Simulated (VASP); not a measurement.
Method: PBEsol GGA, VASP's PBE PAW potentials (set 64) (plane waves; VASP 6.6.1).

VASP ran on this input.

KPOINTS:
```
Automatic
0
G
  10 10 10
```

**INCAR**
```
IBRION=2   # conjugate gradients
ISMEAR=1   # Methfessel-Paxton
LWAVE=F
ENCUT=500   # plane-wave cut-off (eV)
PREC=Accurate
PSTRESS=100   # kbar
SYSTEM=CoSi2
ALGO=Normal
EDIFF=1E-6
GGA=PS
EDIFFG=-0.02
ISIF=3   # ions, shape and volume
LMAXMIX=4
LASPH=T
LCHARG=F
NSW=40
SIGMA=0.1   # width (eV)
NELM=100   # most electronic steps
LREAL=F   # projection in real space or not
```

File POSCAR:
```
CoSi2
1
    0.0000000000     2.6161223847     2.6161223847
    2.6161223847     0.0000000000     2.6161223847
    2.6161223847     2.6161223847    -0.0000000000
Co Si
1 2
Direct
  0.0000000000   0.0000000000   0.0000000000
  0.2500000000   0.2500000000   0.2500000000
  0.7500000000   0.7500000000   0.7500000000
```

POTCAR, in this order: Co Si (PBE.64 set). Program: vasp_std.

Output

OSZICAR:
```
       N       E                     dE             d eps       ncg     rms          rms(c)
DAV:   1     0.701808630761E+02    0.70181E+02   -0.69010E+03  1136   0.132E+03
DAV:   2    -0.182621413950E+02   -0.88443E+02   -0.82027E+02  1148   0.257E+02
DAV:   3    -0.224564315647E+02   -0.41943E+01   -0.40450E+01  1488   0.652E+01
DAV:   4    -0.225472639180E+02   -0.90832E-01   -0.90619E-01  1364   0.900E+00
DAV:   5    -0.225498623050E+02   -0.25984E-02   -0.25981E-02  1500   0.160E+00    0.161E+01
DAV:   6    -0.255292684881E+02   -0.29794E+01   -0.40599E+01  1376   0.138E+02    0.164E+01
DAV:   7    -0.209801744559E+02    0.45491E+01   -0.16927E+01  1468   0.108E+02    0.409E+00
DAV:   8    -0.209671332035E+02    0.13041E-01   -0.92724E-01  1268   0.768E+00    0.181E+00
DAV:   9    -0.209332364072E+02    0.33897E-01   -0.11085E-01  1408   0.718E+00    0.441E-01
DAV:  10    -0.209329028818E+02    0.33353E-03   -0.77665E-03  1600   0.136E+00    0.134E-01
DAV:  11    -0.209326735027E+02    0.22938E-03   -0.96336E-04  1476   0.674E-01    0.452E-02
DAV:  12    -0.209326818469E+02   -0.83442E-05   -0.44991E-05  1316   0.629E-02    0.184E-02
DAV:  13    -0.209326809735E+02    0.87342E-06   -0.44687E-06  1396   0.370E-02
   1 F= -.18697598E+02 E0= -.18697949E+02  d E =-.186976E+02
```

OUTCAR:
```
------------------------ aborting loop because EDIFF is reached ----------------------------------------
  FORCE on cell =-STRESS in cart. coord.  units (eV):
  Direction    XX          YY          ZZ          XY          YZ          ZX
  --------------------------------------------------------------------------------------
  Total        2.2190844      2.2190844      2.2190844     -0.0000000      0.0000000     -0.0000000
  in kB       99.2842238     99.2842238     99.2842238     -0.0000000      0.0000000     -0.0000000
  external PRESSURE =      -0.7157762 kB  Pullay stress =     100.0000000 kB
  volume of cell :       35.81
      direct lattice vectors                 reciprocal lattice vectors
     0.000000000  2.616122385  2.616122385    -0.191122557  0.191122557  0.191122557
     2.616122385  0.000000000  2.616122385     0.191122557 -0.191122557  0.191122557
     2.616122385  2.616122385  0.000000000     0.191122557  0.191122557 -0.191122557
 POSITION                                       TOTAL-FORCE (eV/Angst)
 -----------------------------------------------------------------------------------
      0.00000      0.00000      0.00000        -0.000000      0.000000     -0.000000
      1.30806      1.30806      1.30806         0.000000      0.000000      0.000000
      3.92418      3.92418      3.92418         0.000000     -0.000000     -0.000000
 -----------------------------------------------------------------------------------
    total drift:                               -0.000000     -0.000000      0.000000
  FREE ENERGIE OF THE ION-ELECTRON SYSTEM (eV)
  ---------------------------------------------------
  free  energy   TOTEN  =       -20.9326809735 eV

  energy  without entropy=      -20.9337335961  energy(sigma->0) =      -20.93303185
  enthalpy is  TOTEN    =       -18.6975983417 eV   P V=        2.2350826318

 reached required accuracy - stopping structural energy minimisation
```
(Selected blocks of OUTCAR.)

### OUTCAR
```
 val. band max:       10.9025448599   @ k =   0.4000   0.0000   0.0000

 cond. band min:      10.9946987144   @ k =  -0.2000   0.3000   0.1000


 Fermi energy:        10.9512100076

 k-point     1 :       0.0000    0.0000    0.0000
  band No.  band energies     occupation
      1      -2.7039      2.00000
      2       6.5610      2.00000
      3       6.5610      2.00000
      4       6.5610      2.00000
      5       8.8162      2.00000
      6       8.8162      2.00000
      7      12.4785     -0.00000
      8      14.4099      0.00000
      9      14.4099      0.00000
     10      14.6854      0.00000
     11      14.6854      0.00000
     12      14.6854      0.00000

 k-point     2 :       0.1000    0.0000    0.0000
  band No.  band energies     occupation
      1      -2.5436      2.00000
      2       6.2222      2.00000
      3       6.6178      2.00000
      4       6.6178      2.00000
      5       8.7679      2.00000
      6       8.7679      2.00000
      7      12.1930     -0.00000
      8      13.1124      0.00000
      9      13.6108      0.00000
     10      13.6108      0.00000
     11      15.5529      0.00000
     12      15.5529      0.00000

 k-point     3 :       0.2000    0.0000    0.0000
  band No.  band energies     occupation
      1      -2.0672      2.00000
      2       5.3113      2.00000
      3       6.7649      2.00000
      4       6.7649      2.00000
      5       8.6819      2.00000
      6       8.6819      2.00000
      7      10.6639      2.00037
      8      12.6989     -0.00000
      9      12.6989     -0.00000
     10      13.5084      0.00000
     11      15.4052      0.00000
     12      15.4052      0.00000

 k-point     4 :       0.3000    0.0000    0.0000
  band No.  band energies     occupation
      1      -1.2896      2.00000
      2       4.0187      2.00000
      3       6.9291      2.00000
      4       6.9291      2.00000
      5       8.6993      2.00000
      6       8.6993      2.00000
...
```

The compound is CoSi2 in the fluorite structure. It was relaxed first under an external pressure of 10 GPa. The run is not spin-polarised, so no magnetic state was tried. The electron count is odd and the run is not spin-polarised, which forces a metal.
